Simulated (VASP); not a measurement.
# Pt2Br (P1) in VASP: single point with r2SCAN

Aim: the single point of Pt2Br with r2SCAN.

Program: VASP 6.6.1. These are calculated values, not measurements. Logs are shortened: lines on timing, memory, paths and dates and some standing lists are left out, and cuts for length are marked.

**1. The crystal as given**

The typed cell holds 6 atoms: a = 5.427 Å, b = 5.185 Å, c = 5.383 Å, α = 57.29°, β = 60.47°, γ = 59.46°.

The cell was built by a generator and needn't be a form met in nature.

**2. Single point, r2SCAN**

File POSCAR:

```
Pt2Br
1.0
   -0.0495439500      3.8445773200      3.8300096100
    3.7170585800      0.1699402700      3.6105263900
    3.8520515100      3.7600870300      0.0349473400
Br Pt
2 4
Direct
    0.9804520000      0.0056810000      0.9696390000
    0.2824580000      0.2520490000      0.2284670000
    0.6328720000      0.6290400000      0.6355490000
    0.1728760000      0.6399940000      0.5984890000
    0.6088660000      0.6087420000      0.1106900000
    0.6316350000      0.1222260000      0.6323320000
```

File INCAR.step1:

```
SYSTEM = Pt2Br
PREC = Accurate ; ENCUT = 520
ISMEAR = -1 ; SIGMA = 0.0844
LREAL = .False. ; LASPH = .True.
NELM = 80 ; NBANDS = 36
GGA = PE ; ALGO = Normal
EDIFF = 1E-4 ; LWAVE = .True.
LCHARG = .False.
```

File INCAR.step2:

```
SYSTEM = Pt2Br
PREC = Accurate ; ENCUT = 520
EDIFF = 1E-7 ; ISMEAR = -1
SIGMA = 0.0844 ; LREAL = .False.
LASPH = .True. ; NELM = 80
ALGO = Normal ; ISIF = 2
LWAVE = .False. ; LCHARG = .False.
METAGGA = R2SCAN ; LMIXTAU = .True.
NBANDS = 36 ; ISTART = 1
```

File KPOINTS:

```
Automatic mesh
0
Gamma
  4 5 4
  0 0.5 0
```

Potentials or basis: VASP PAW PBE potentials, release 64 (Br, Pt).

On the command line:

```bash
$ cat potpaw_PBE.64/Br/POTCAR potpaw_PBE.64/Pt/POTCAR > POTCAR
$ cp INCAR.step1 INCAR
$ mpirun -np 1 vasp_std > vasp.out
$ cp INCAR.step2 INCAR
$ mpirun -np 1 vasp_std > vasp.out
```

OUTCAR:

```text
SYSTEM = Pt2Br
   PREC = Accurate
   ENCUT = 520
   EDIFF = 1E-7
   ISMEAR = -1
   LREAL = .False.
   LASPH = .True.
   NELM = 80
   ISIF = 2
   METAGGA = R2SCAN
   ISTART = 1

 ion  position               nearest neighbor table
   1  0.980  0.006  0.970-   3 2.85   6 2.88   4 2.95   5 3.01   3 3.12
   2  0.282  0.252  0.228-   5 2.81   4 2.88   3 2.95   3 3.01   4 3.05   6 3.06   5 3.14
   3  0.633  0.629  0.636-   5 2.44   6 2.54   4 2.57   6 2.64   1 2.85   4 2.87   2 2.95   5 2.95
                             2 3.01   1 3.12
   4  0.173  0.640  0.598-   5 2.54   6 2.56   3 2.57   6 2.72   3 2.87   2 2.88   5 2.95   1 2.95
                             2 3.05
   5  0.609  0.609  0.111-   3 2.44   6 2.52   4 2.54   6 2.58   2 2.81   4 2.95   3 2.95   1 3.01
                             2 3.14
   6  0.632  0.122  0.632-   5 2.52   3 2.54   4 2.56   5 2.58   3 2.64   4 2.72   1 2.88   2 3.06

  LATTYP: Found a triclinic cell.
 ALAT       =     8.7880061057
 B/A-ratio  =     0.5767794920
 C/A-ratio  =     0.6175449044
 COS(alpha) =     0.0036864401
 COS(beta)  =     0.3198846315
 COS(gamma) =     0.8439132577

  Lattice vectors:

 A1 = (   3.6316096000,  -7.2647838100,   3.3560958300)
 A2 = (  -0.1349929300,  -3.5901467600,   3.5755790500)
 A3 = (   0.0495439500,  -3.8445773200,  -3.8300096100)

Analysis of symmetry for initial positions (statically):
=====================================================================
 Subroutine PRICEL returns:
 Original cell was already a primitive cell.

 Routine SETGRP: Setting up the symmetry group for a
 triclinic supercell.

 Subroutine GETGRP returns: Found  1 space group operations
 (whereof  1 operations were pure point group operations)
 out of a pool of  2 trial point group operations.

The static configuration has the point symmetry C_1 .

Analysis of symmetry for dynamics (positions and initial velocities):
=====================================================================
 Subroutine PRICEL returns:
 Original cell was already a primitive cell.

 Routine SETGRP: Setting up the symmetry group for a
 triclinic supercell.

 Subroutine GETGRP returns: Found  1 space group operations
 (whereof  1 operations were pure point group operations)
 out of a pool of  2 trial point group operations.

The dynamic configuration has the point symmetry C_1 .

 Subroutine INISYM returns: Found  1 space group operations
 (whereof  1 operations are pure point group operations),
[... 104 lines left out ...]
   EDIFF  = 0.1E-06   stopping-criterion for ELM
   LREAL  =      F    real-space projection
   EDIFFG = 0.1E-05   stopping-criterion for IOM
   NSW    =      0    number of steps for IOM
   IBRION =     -1    ionic relax: 0-MD 1-quasi-New 2-CG
   NFREE  =      0    steps in history (QN), initial steepest desc. (CG)
   ISIF   =      2    stress and relaxation
   ISYM   =      2    0-nonsym 1-usesym 2-fastsym
   POTIM  = 0.5000    time-step for ionic-motion
   TEBEG  =    0.0;   TEEND  =   0.0 temperature during run
   PSTRESS=    0.0 pullay stress
   NELECT =      54.0000    total number of electrons
   NUPDOWN=      -1.0000    fix difference up-down
   EMIN   =  10.00;   EMAX   =-10.00  energy-range for DOS
   EFERMI =   0.00;   METHOD = LEGACY
   ISMEAR =    -1;   SIGMA  =   0.08  broadening in eV -4-tet -1-fermi 0-gaus
   EFERMI_NEDOS =   21; number of points for ismear=-14 and -15
   IALGO  =     38    algorithm
   IMIX   =      4    mixing-type and parameters
     AMIX     =   0.40;   BMIX     =  1.00
     AMIX_MAG =   1.60;   BMIX_MAG =  1.00
  volume/ion in A,a.u.               =      17.44       117.72
  Fermi-wavevector in a.u.,A,eV,Ry     =   1.313019  2.481247 23.456714  1.724020
  Thomas-Fermi vector in A             =   2.443371
   LORBIT       =      0    0 simple, 1 ext, 2 COOP (PROOUT), +10 PAW based schemes
   METAGGA = R2SCAN    functional components
   LHFCALC =     F    Hartree Fock is set to
   AEXX    =    0.0000 exact exchange contribution
   IVDW    =     0    specifies the selected vdW correction
   LEPSILON=     F    determine dielectric tensor
   LRPA    =     F    only Hartree local field effects (RPA)
 non-spin polarized calculation
  energy-cutoff  :      520.00
  volume of cell :      104.67
 maximum number of plane-waves:      2832
   NGX = 21   NGY = 19   NGZ = 21

 number of electron      54.0000002 magnetization

 Free energy of the ion-electron system (eV)
  ---------------------------------------------------
  ext. energy  EPLUGINS =         0.00000000
  ---------------------------------------------------
  free energy    TOTEN  =      -227.21956540 eV

  energy without entropy =     -227.06908093  energy(sigma->0) =     -227.14432317

 E-fermi :   8.0788     XC(G=0): -12.8674

 val. band max:        8.0704874317   @ k =  -0.2500   0.5000   0.2500
 cond. band min:       8.0837180821   @ k =   0.0000  -0.1000   0.2500
 fundamental gap:      0.0132306504
 Fermi energy:         8.0787511059

 k-point     1 :       0.0000    0.1000    0.0000
  band No.  band energies     occupation
      1      -9.1098      2.00000
      2      -7.5094      2.00000
      3      -0.6984      2.00000
      4       1.2857      2.00000
      5       1.4293      2.00000
      6       1.5384      2.00000
[... 925 lines left out ...]
     35      15.5968      0.00000
     36      17.0267      0.00000

 [... further k-points ...]

------------------------ aborting loop because EDIFF is reached ----------------------------------------

  FORCE on cell =-STRESS in cart. coord.  units (eV):
  Direction    XX          YY          ZZ          XY          YZ          ZX
  --------------------------------------------------------------------------------------
  -------------------------------------------------------------------------------------
  Total       13.8062793     10.8779252     10.2765829      1.3391307     -1.1594514     -0.8605249
  in kB      211.3403300    166.5143981    157.3093208     20.4988116    -17.7483625    -13.1725286
  external PRESSURE =     178.3880163 kB  Pullay stress =       0.0000000 kB

 VOLUME and BASIS-vectors are now :
 -----------------------------------------------------------------------------
  energy-cutoff  :      520.00
  volume of cell :      104.67
      direct lattice vectors                 reciprocal lattice vectors
    -0.049543950  3.844577320  3.830009610    -0.129650302  0.131638323  0.127279811
     3.717058580  0.169940270  3.610526390     0.136308228 -0.140973687  0.143273136
     3.852051510  3.760087030  0.034947340     0.126403020  0.137726438 -0.136615176

 POSITION                                       TOTAL-FORCE (eV/Angst)
 -----------------------------------------------------------------------------------
      3.70764      7.41632      3.80954        -0.004827     -0.322555      0.047611
      1.80295      1.98782      1.99983         0.034827      0.035219     -0.666402
      4.75499      4.92974      4.71728        -2.056668     -0.666728      1.095092
      4.67574      3.02377      2.99375         1.648129     -1.209928     -0.901592
      2.65895      2.86049      4.53371         0.422013      1.641678     -0.374473
      2.85880      4.82676      2.88257        -0.043473      0.522314      0.799764
 -----------------------------------------------------------------------------------
    total drift:                                0.000255     -0.000190     -0.000459

  FREE ENERGIE OF THE ION-ELECTRON SYSTEM (eV)
  ---------------------------------------------------
  free  energy   TOTEN  =      -227.2195653962 eV

  energy  without entropy=     -227.0690809342  energy(sigma->0) =     -227.14432317
```

OUTCAR.step1:

```text
SYSTEM = Pt2Br
   PREC = Accurate
   ENCUT = 520
   ISMEAR = -1
   LREAL = .False.
   LASPH = .True.
[... 1180 lines left out ...]
      4.67574      3.02377      2.99375         1.723376     -1.292487     -1.035639
      2.65895      2.86049      4.53371         0.416518      1.719043     -0.281465
      2.85880      4.82676      2.88257        -0.033902      0.534402      0.804495
 -----------------------------------------------------------------------------------
    total drift:                                0.000665      0.004774      0.003116

  FREE ENERGIE OF THE ION-ELECTRON SYSTEM (eV)
  ---------------------------------------------------
  free  energy   TOTEN  =       -22.3542509824 eV

  energy  without entropy=      -22.1834449767  energy(sigma->0) =      -22.26884798
```

Wall time 7.8 min (1 thread of Intel Xeon 6975P-C (Granite Rapids), shared host); peak memory 0.32 GiB.

Results:

```yaml
Free_energy: -227.2196 eV
Pressure: 17.8 GPa
Largest_force: 2.424 eV/Å
Band_gap_on_the_k_mesh: none (metal or under the smearing width)
```

Forces in eV/Å, atoms in the order of the input:
```
Br  -0.005 -0.323  0.048
Br   0.035  0.035 -0.666
Pt  -2.057 -0.667  1.095
Pt   1.648 -1.210 -0.902
Pt   0.422  1.642 -0.374
Pt  -0.043  0.522  0.800
```

Stress tensor (GPa, compression positive):
```
21.13  2.05 -1.32
 2.05 16.65 -1.77
-1.32 -1.77 15.73
```

Caveat: the k mesh is coarse (spacing up to 0.36 Å⁻¹), so the values aren't converged; so large a pressure means that the cell lies far from this level's equilibrium, or that cutoff or potentials fall short; the potentials were made for another functional, which shifts forces and pressure. The run has no spin-orbit coupling, so splittings on Pt are missing.
